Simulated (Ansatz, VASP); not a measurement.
## SbP: VASP beside Ansatz

Aim: how closely do two programs agree when they are given the same cell, functional and k mesh? The cell is generated by rule, not measured, and may not be a known phase. The cell is taken from a series of runs on this material, whose earlier steps may have relaxed, scaled, displaced or heated it; both programs get it as it stands.

Calculated with Ansatz 0.2.0; plane waves, with VASP 6.6.1 beside it; zone-centre phonons at LDA.

The structure was built from a prototype and need not be the compound's stable phase.

### Step 1. Set-up

The structure is hexagonal, space group P6_3/mmc (No. 194). The conventional cell has a = 4.652 Å, b = 4.652 Å, c = 5.549 Å, α = 90.00°, β = 90.00°, γ = 120.00°. Sb has 5 P at 2.69 to 2.77 Å nearest. P has 5 Sb at 2.69 to 2.77 Å nearest. Farther neighbours are not listed.

As a file:

```cif
data_structure
_symmetry_space_group_name_H-M 'P6_3/mmc'
_symmetry_Int_Tables_number 194
_cell_length_a 4.6518
_cell_length_b 4.6518
_cell_length_c 5.5487
_cell_angle_alpha 90.000
_cell_angle_beta 90.000
_cell_angle_gamma 120.000
_cell_volume 103.98
loop_
_atom_site_label
_atom_site_type_symbol
_atom_site_symmetry_multiplicity
_atom_site_Wyckoff_symbol
_atom_site_fract_x
_atom_site_fract_y
_atom_site_fract_z
_atom_site_occupancy
Sb1 Sb 2 c 0.33333 0.66667 0.25000 1
P1 P 2 d 0.66667 0.33333 0.25000 1
```

### Step 2. VASP: zone-centre phonons, LDA

Second derivatives magnify differences that forces hide, and they need a tight electronic threshold.

Lines of VASP's logs that name or quote its potential files are left out, and so is its time.

File INCAR:

```
SYSTEM = SbP
PREC = Accurate
ENCUT = 500
EDIFF = 1E-08
NELM = 120
ISMEAR = 1
SIGMA = 0.15
LREAL = .FALSE.
ALGO = Normal
GGA = PW92
NBANDS = 16
LORBIT = 11
LWAVE = .FALSE.
LCHARG = .FALSE.
ISIF = 2
IBRION = 8
LASPH = .TRUE.
GGA_COMPAT = .FALSE.
KPAR = 2
```

File POSCAR:

```
SbP
1.0
    4.6517605951     -0.0000030644      0.0000000000
   -2.3258776437      4.0285443799      0.0000000000
    0.0000000000      0.0000000000      5.5486638842
Sb P
2 2
Direct
    0.3333333334      0.6666666668      0.2500000000
    0.6666666668      0.3333333334      0.7500000000
    0.6666666668      0.3333333334      0.2500000000
    0.3333333334      0.6666666668      0.7500000000
```

File KPOINTS:

```
Automatic mesh
0
Gamma
10 10 6
0 0 0
```

PAW data sets: Sb and P (LDA family, release 64).

Started as:

```sh
> mpirun -np 2 vasp_std
```

Numbers of over 12 decimals in the logs are rounded to 6 here.

Output:

```text
[banner, memory and clock lines left out]
running    2 mpi-ranks, on    1 nodes
 distrk:  each k-point on    1 cores,    2 groups
 distr:  one band on    1 cores,    1 groups

 POSCAR found type information on POSCAR SbP
 POSCAR found :  2 types and       4 ions
|                                                                             |
|               ----> ADVICE to this user running VASP <----                  |
|                                                                             |
|     You enforced a specific xc type in the INCAR file but a different       |
|     [... a line on the potential file left out ...]
|     I HOPE YOU KNOW WHAT YOU ARE DOING!                                     |
|                                                                             |

 LDA part: xc-table for (Slater(with rela. corr.)+PW92), standard interpolation
 POSCAR, INCAR and KPOINTS ok, starting setup
 FFT: planning ... GRIDC
 FFT: planning ... GRID_SOFT
 FFT: planning ... GRID
 WAVECAR not read
 entering main loop
       N       E                     dE             d eps       ncg     rms          rms(c)
DAV:   1     0.919227245970E+02    0.91923E+02   -0.72079E+03  1792   0.984E+02
DAV:   2    -0.137950657966E+02   -0.10572E+03   -0.10238E+03  2376   0.170E+02
DAV:   3    -0.207673776720E+02   -0.69723E+01   -0.69114E+01  2480   0.486E+01
DAV:   4    -0.208529193099E+02   -0.85542E-01   -0.85505E-01  2120   0.641E+00
DAV:   5    -0.208547615051E+02   -0.18422E-02   -0.18420E-02  2528   0.937E-01    0.658E+00
DAV:   6    -0.204538728675E+02    0.40089E+00   -0.10217E+00  2016   0.445E+00    0.405E+00
DAV:   7    -0.204372533318E+02    0.16620E-01   -0.13415E-01  2448   0.188E+00    0.178E+00
DAV:   8    -0.204286623694E+02    0.85910E-02   -0.14616E-02  2104   0.628E-01    0.346E-01
DAV:   9    -0.204282095067E+02    0.45286E-03   -0.21148E-03  2328   0.265E-01    0.756E-02
DAV:  10    -0.204282356450E+02   -0.26138E-04   -0.15542E-04  2288   0.714E-02    0.504E-02
DAV:  11    -0.204282470810E+02   -0.11436E-04   -0.63276E-05  2224   0.383E-02    0.132E-02
DAV:  12    -0.204282427839E+02    0.42971E-05   -0.15220E-05  2080   0.200E-02    0.867E-03
DAV:  13    -0.204282429069E+02   -0.12303E-06   -0.18793E-06  2360   0.716E-03    0.167E-03
DAV:  14    -0.204282429180E+02   -0.11162E-07   -0.57248E-08  2288   0.131E-03    0.103E-03
DAV:  15    -0.204282429209E+02   -0.28692E-08   -0.11516E-08  1328   0.519E-04
   1 F= -.20428243E+02 E0= -.20428670E+02  d E =0.128078E-02
 Linear response reoptimize wavefunctions to high precision
DAV:   1    -0.204282429198E+02    0.10674E-08   -0.20885E-09  1704   0.278E-04
DAV:   2    -0.204282429198E+02    0.29218E-10   -0.17447E-10  1184   0.830E-05
 Linear response DOF=           4
 Linear response progress:
  Degree of freedom:   1/  4
       N       E                     dE             d eps       ncg     rms          rms(c)
RMM:   1    -0.281611900973E-01   -0.28161E-01    0.45420E-03 12978   0.130E+00
RMM:   2    -0.267239583745E-01    0.14372E-02   -0.28220E-03 10706   0.303E-01    0.666E-02
RMM:   3    -0.267275627509E-01   -0.36044E-05   -0.76555E-05 10978   0.530E-02    0.368E-02
RMM:   4    -0.267080595628E-01    0.19503E-04   -0.94939E-06 11204   0.172E-02    0.443E-03
RMM:   5    -0.267044027547E-01    0.36568E-05   -0.92069E-07 11514   0.428E-03    0.116E-03
RMM:   6    -0.267037148029E-01    0.68795E-06   -0.25444E-07 11744   0.114E-03    0.471E-04
RMM:   7    -0.267043601567E-01   -0.64535E-06    0.26211E-07 11618   0.451E-04    0.968E-05
RMM:   8    -0.267043883643E-01   -0.28208E-07   -0.14369E-07 11945   0.118E-04    0.460E-05
RMM:   9    -0.267044047922E-01   -0.16428E-07   -0.19268E-07 11877   0.496E-05    0.842E-06
RMM:  10    -0.267044198055E-01   -0.15013E-07   -0.23219E-07 12257   0.259E-05    0.455E-06
RMM:  11    -0.267044235934E-01   -0.37879E-08   -0.20010E-07 11730   0.196E-05    0.659E-07
RMM:  12    -0.267044236834E-01   -0.90018E-10   -0.22200E-07  7628   0.169E-05    0.198E-07
RMM:  13    -0.267044235549E-01    0.12848E-09   -0.22593E-07  4948   0.166E-05    0.346E-08
 first order change of Fermi-energy   0.36444E-04
 force on displaced ion       1 direction 1 :  -1.877  -0.001   0.000
 Linear response progress:
  Degree of freedom:   2/  4
       N       E                     dE             d eps       ncg     rms          rms(c)
RMM:   1    -0.325195000964E-01   -0.32520E-01    0.13865E-02  4281   0.132E+00
RMM:   2    -0.309428001998E-01    0.15767E-02   -0.33529E-03  3694   0.306E-01    0.876E-02
RMM:   3    -0.308141715628E-01    0.12863E-03   -0.13366E-04  3743   0.574E-02    0.482E-02
RMM:   4    -0.307200352564E-01    0.94136E-04    0.44395E-05  3549   0.260E-02    0.595E-03
RMM:   5    -0.307270245765E-01   -0.69893E-05    0.17820E-05  3913   0.631E-03    0.219E-03
RMM:   6    -0.307336767770E-01   -0.66522E-05    0.61417E-06  3650   0.277E-03    0.331E-04
RMM:   7    -0.307332120707E-01    0.46471E-06   -0.26051E-07  3931   0.707E-04    0.209E-04
RMM:   8    -0.307328664476E-01    0.34562E-06    0.11771E-07  4040   0.222E-04    0.329E-05
RMM:   9    -0.307329244035E-01   -0.57956E-07    0.65678E-08  4086   0.991E-05    0.258E-05
RMM:  10    -0.307328630918E-01    0.61312E-07   -0.81694E-09  4116   0.583E-05    0.115E-05
RMM:  11    -0.307328721508E-01   -0.90590E-08   -0.11576E-08  4275   0.413E-05    0.405E-06
 first order change of Fermi-energy  -0.15386E-02
 force on displaced ion       1 direction 3 :  -0.000   0.000  -1.838
 Linear response progress:
  Degree of freedom:   3/  4
       N       E                     dE             d eps       ncg     rms          rms(c)
RMM:   1    -0.540264310580E-01   -0.54026E-01    0.55081E-03 15627   0.140E+00
RMM:   2    -0.497765071361E-01    0.42499E-02   -0.33365E-03 10392   0.330E-01    0.765E-02
RMM:   3    -0.500125423901E-01   -0.23604E-03   -0.15886E-04 10869   0.693E-02    0.374E-02
RMM:   4    -0.502085259617E-01   -0.19598E-03   -0.43504E-05 10881   0.296E-02    0.900E-03
RMM:   5    -0.502097076752E-01   -0.11817E-05   -0.22598E-06 11496   0.880E-03    0.328E-03
RMM:   6    -0.502059441360E-01    0.37635E-05   -0.51018E-07 11624   0.167E-03    0.210E-03
RMM:   7    -0.502086570341E-01   -0.27129E-05   -0.22469E-07 11623   0.675E-04    0.323E-04
RMM:   8    -0.502089372315E-01   -0.28020E-06   -0.30474E-07 12011   0.201E-04    0.960E-05
RMM:   9    -0.502088748858E-01    0.62346E-07   -0.11498E-07 11967   0.853E-05    0.218E-05
RMM:  10    -0.502089416732E-01   -0.66787E-07   -0.44828E-07 12129   0.504E-05    0.589E-06
RMM:  11    -0.502089139593E-01    0.27714E-07   -0.36347E-07 12155   0.404E-05    0.176E-06
RMM:  12    -0.502089158035E-01   -0.18443E-08   -0.42473E-07  9585   0.368E-05    0.364E-07
RMM:  13    -0.502089146101E-01    0.11934E-08   -0.42363E-07  5894   0.361E-05    0.144E-07
RMM:  14    -0.502089144604E-01    0.14974E-09   -0.42509E-07  4519   0.360E-05    0.328E-08
 first order change of Fermi-energy  -0.51442E-04
 force on displaced ion       3 direction 1 :  -2.939   0.000   0.000
 Linear response progress:
  Degree of freedom:   4/  4
       N       E                     dE             d eps       ncg     rms          rms(c)
RMM:   1    -0.582180494516E-01   -0.58218E-01    0.15792E-02  5100   0.140E+00
RMM:   2    -0.540024715442E-01    0.42156E-02   -0.38337E-03  3564   0.330E-01    0.927E-02
RMM:   3    -0.540996996160E-01   -0.97228E-04   -0.28711E-04  3717   0.681E-02    0.453E-02
RMM:   4    -0.542517085018E-01   -0.15201E-03   -0.48724E-05  3716   0.272E-02    0.792E-03
RMM:   5    -0.542828633532E-01   -0.31155E-04    0.16060E-06  3908   0.730E-03    0.426E-03
RMM:   6    -0.542755584879E-01    0.73049E-05   -0.13022E-06  3861   0.185E-03    0.179E-03
RMM:   7    -0.542768279702E-01   -0.12695E-05   -0.12361E-06  3961   0.588E-04    0.356E-04
RMM:   8    -0.542761641995E-01    0.66377E-06   -0.41863E-07  4110   0.198E-04    0.694E-05
RMM:   9    -0.542761935571E-01   -0.29358E-07   -0.21968E-07  4162   0.117E-04    0.803E-06
RMM:  10    -0.542761694363E-01    0.24121E-07   -0.19458E-07  4245   0.881E-05    0.284E-06
RMM:  11    -0.542761560894E-01    0.13347E-07   -0.10575E-07  3897   0.793E-05    0.150E-06
RMM:  12    -0.542761523340E-01    0.37554E-08   -0.51938E-08  2939   0.776E-05    0.501E-07
 first order change of Fermi-energy   0.17250E-02
 force on displaced ion       3 direction 3 :  -0.000   0.000  -2.207
 Linear response finished
```

From OUTCAR (step 2):

```text
ion  position               nearest neighbor table
   1  0.333  0.667  0.250-   3 2.69   3 2.69   3 2.69   4 2.77   4 2.77
   2  0.667  0.333  0.750-   4 2.69   4 2.69   4 2.69   3 2.77   3 2.77
   3  0.667  0.333  0.250-   1 2.69   1 2.69   1 2.69   2 2.77   2 2.77
   4  0.333  0.667  0.750-   2 2.69   2 2.69   2 2.69   1 2.77   1 2.77

  LATTYP: Found a hexagonal cell.
 ALAT       =     4.6517605951
 C/A-ratio  =     1.1928094258

 Subroutine GETGRP returns: Found 24 space group operations
 (whereof 12 operations were pure point group operations)

The static configuration has the point symmetry D_3d.
 The point group associated with its full space group is D_6h.

 Found     56 irreducible k-points:

   k-points           NKPTS =     56   k-points in BZ     NKDIM =     56   number of bands    NBANDS=     16

   dimension x,y,z NGX =    36 NGY =   36 NGZ =   40
   dimension x,y,z NGXF=    72 NGYF=   72 NGZF=   80

   ENCUT  =  500.0 eV  36.75 Ry    6.06 a.u.   8.48  8.48 10.12*2*pi/ulx,y,z

   NELECT =      20.0000    total number of electrons

 k-points in reciprocal lattice and weights: Automatic mesh
   0.00000000  0.00000000  0.00000000       0.002
   0.10000000 -0.00000000  0.00000000       0.010
   0.20000000 -0.00000000  0.00000000       0.010
   0.30000000 -0.00000000  0.00000000       0.010
   0.40000000 -0.00000000  0.00000000       0.010
   0.50000000 -0.00000000  0.00000000       0.005
   0.10000000  0.10000000  0.00000000       0.010
   0.20000000  0.10000000  0.00000000       0.020
   0.30000000  0.10000000  0.00000000       0.020
[...]
0.40000000  0.20000000  0.50000000       0.010
   0.30000000  0.30000000  0.50000000       0.010

 average (electrostatic) potential at core
       1 -87.8108       2 -87.8108       3 -83.8326       4 -83.8326

  Total        0.0926058      0.0926058      0.0252538      0.0000000      0.0000000     -0.0000000
  in kB        1.4269054      1.4269054      0.3891204      0.0000000      0.0000000     -0.0000000
  external PRESSURE =       1.0809771 kB  Pullay stress =       0.0000000 kB

  energy-cutoff  :      500.00
  volume of cell :      103.98
      direct lattice vectors                 reciprocal lattice vectors
     4.651760595 -0.000003064  0.000000000     0.214972452  0.124114214  0.000000000
    -2.325877644  4.028544380  0.000000000     0.000000164  0.248228711  0.000000000
     0.000000000  0.000000000  5.548663884     0.000000000  0.000000000  0.180223567

 POSITION                                       TOTAL-FORCE (eV/Angst)
 -----------------------------------------------------------------------------------
      0.00000      2.68570      1.38717         0.000000     -0.000000      0.000000
      2.32588      1.34285      4.16150         0.000000      0.000000      0.000000
      2.32588      1.34285      1.38717        -0.000000      0.000000      0.000000
      0.00000      2.68570      4.16150         0.000000     -0.000000      0.000000
 -----------------------------------------------------------------------------------
    total drift:                               -0.000000     -0.000000     -0.000000

 Eigenvectors and eigenvalues of the dynamical matrix
 ----------------------------------------------------

   1 f  =    7.592908 THz    47.707648 2PiTHz  253.272147 cm-1    31.401730 meV
             X         Y         Z           dx          dy          dz
      0.000002  2.685695  1.387166     0.000000   -0.000000    0.209997
      2.325881  1.342846  4.161498     0.000000   -0.000000   -0.209997
      2.325881  1.342846  1.387166    -0.000000    0.000000    0.675205
      0.000002  2.685695  4.161498    -0.000000    0.000000   -0.675205

   2 f  =    5.601920 THz    35.197899 2PiTHz  186.859923 cm-1    23.167667 meV
             X         Y         Z           dx          dy          dz
      0.000002  2.685695  1.387166    -0.013959   -0.318892   -0.000000
      2.325881  1.342846  4.161498    -0.013959   -0.318892   -0.000000
      2.325881  1.342846  1.387166     0.027593    0.630358   -0.000000
      0.000002  2.685695  4.161498     0.027593    0.630358    0.000000

   3 f  =    5.601920 THz    35.197899 2PiTHz  186.859923 cm-1    23.167667 meV
             X         Y         Z           dx          dy          dz
      0.000002  2.685695  1.387166    -0.318892    0.013959   -0.000000
      2.325881  1.342846  4.161498    -0.318892    0.013959   -0.000000
      2.325881  1.342846  1.387166     0.630358   -0.027593   -0.000000
      0.000002  2.685695  4.161498     0.630358   -0.027593   -0.000000

   4 f  =    4.701491 THz    29.540338 2PiTHz  156.824854 cm-1    19.443795 meV
             X         Y         Z           dx          dy          dz
      0.000002  2.685695  1.387166    -0.005604   -0.128223    0.000000
      2.325881  1.342846  4.161498     0.005604    0.128223    0.000000
      2.325881  1.342846  1.387166     0.030364    0.694698    0.000000
      0.000002  2.685695  4.161498    -0.030364   -0.694698   -0.000000

   5 f  =    4.701491 THz    29.540338 2PiTHz  156.824854 cm-1    19.443795 meV
             X         Y         Z           dx          dy          dz
      0.000002  2.685695  1.387166     0.128223   -0.005604   -0.000000
      2.325881  1.342846  4.161498    -0.128223    0.005604   -0.000000
      2.325881  1.342846  1.387166    -0.694698    0.030364   -0.000000
      0.000002  2.685695  4.161498     0.694698   -0.030364   -0.000000

   6 f  =    2.767026 THz    17.385737 2PiTHz   92.298053 cm-1    11.443495 meV
             X         Y         Z           dx          dy          dz
      0.000002  2.685695  1.387166     0.000000    0.000000   -0.675205
      2.325881  1.342846  4.161498     0.000000   -0.000000    0.675205
      2.325881  1.342846  1.387166     0.000000    0.000000    0.209997
      0.000002  2.685695  4.161498    -0.000000   -0.000000   -0.209997

   7 f  =    0.652493 THz     4.099732 2PiTHz   21.764811 cm-1     2.698491 meV
             X         Y         Z           dx          dy          dz
      0.000002  2.685695  1.387166     0.030585    0.694688    0.000000
      2.325881  1.342846  4.161498    -0.030585   -0.694688    0.000000
      2.325881  1.342846  1.387166     0.005645    0.128222    0.000000
      0.000002  2.685695  4.161498    -0.005645   -0.128222    0.000000

   8 f  =    0.652493 THz     4.099732 2PiTHz   21.764811 cm-1     2.698491 meV
             X         Y         Z           dx          dy          dz
      0.000002  2.685695  1.387166    -0.694688    0.030585   -0.000000
      2.325881  1.342846  4.161498     0.694688   -0.030585   -0.000000
      2.325881  1.342846  1.387166    -0.128222    0.005645   -0.000000
      0.000002  2.685695  4.161498     0.128222   -0.005645   -0.000000

   9 f  =    0.000628 THz     0.003946 2PiTHz    0.020949 cm-1     0.002597 meV
             X         Y         Z           dx          dy          dz
      0.000002  2.685695  1.387166     0.000000   -0.000000   -0.631302
      2.325881  1.342846  4.161498     0.000000   -0.000000   -0.631302
      2.325881  1.342846  1.387166     0.000000   -0.000000   -0.318524
      0.000002  2.685695  4.161498     0.000000   -0.000000   -0.318524

  10 f/i=    0.006705 THz     0.042126 2PiTHz    0.223643 cm-1     0.027728 meV
             X         Y         Z           dx          dy          dz
      0.000002  2.685695  1.387166     0.613668    0.146714    0.000000
      2.325881  1.342846  4.161498     0.613668    0.146714    0.000000
      2.325881  1.342846  1.387166     0.310448    0.074221    0.000000
      0.000002  2.685695  4.161498     0.310448    0.074221    0.000000

  11 f/i=    0.006705 THz     0.042126 2PiTHz    0.223643 cm-1     0.027728 meV
             X         Y         Z           dx          dy          dz
      0.000002  2.685695  1.387166     0.146714   -0.613668    0.000000
      2.325881  1.342846  4.161498     0.146714   -0.613668    0.000000
      2.325881  1.342846  1.387166     0.074221   -0.310448    0.000000
      0.000002  2.685695  4.161498     0.074221   -0.310448    0.000000

  12 f/i=    4.806009 THz    30.197042 2PiTHz  160.311188 cm-1    19.876045 meV
             X         Y         Z           dx          dy          dz
      0.000002  2.685695  1.387166    -0.000000   -0.000000   -0.318524
      2.325881  1.342846  4.161498    -0.000000   -0.000000   -0.318524
      2.325881  1.342846  1.387166    -0.000000   -0.000000    0.631302
      0.000002  2.685695  4.161498    -0.000000   -0.000000    0.631302

 ELASTIC MODULI CONTR FROM IONIC RELAXATION (kBar)
 Direction    XX          YY          ZZ          XY          YZ          ZX
 --------------------------------------------------------------------------------
 XX        -358.7234    358.7234     -0.0000     -0.0000     -0.0000      0.0000
 YY         358.7234   -358.7234      0.0000     -0.0000      0.0000     -0.0000
 ZZ          -0.0000      0.0000     -0.0000     -0.0000     -0.0000     -0.0000
 XY          -0.0000     -0.0000     -0.0000   -358.7234     -0.0000      0.0000
 YZ          -0.0000      0.0000     -0.0000     -0.0000     -0.0000     -0.0000
 ZX           0.0000     -0.0000     -0.0000      0.0000     -0.0000     -0.0000
 --------------------------------------------------------------------------------
```

(Continued in part 2 of 2.)

[Lines on the potential files, build, host, timing and source positions are cut from VASP's logs without a mark.]

[Logs are printed without paths, hosts, clocks, repeated set-up lines and the standing remarks that a program may print on its own settings, such as how far it seeks lower states.]

[Hosts, paths, dates, database ids (printed as entryN), source tags and the programs' standing remarks are cut or masked in the printed files.]
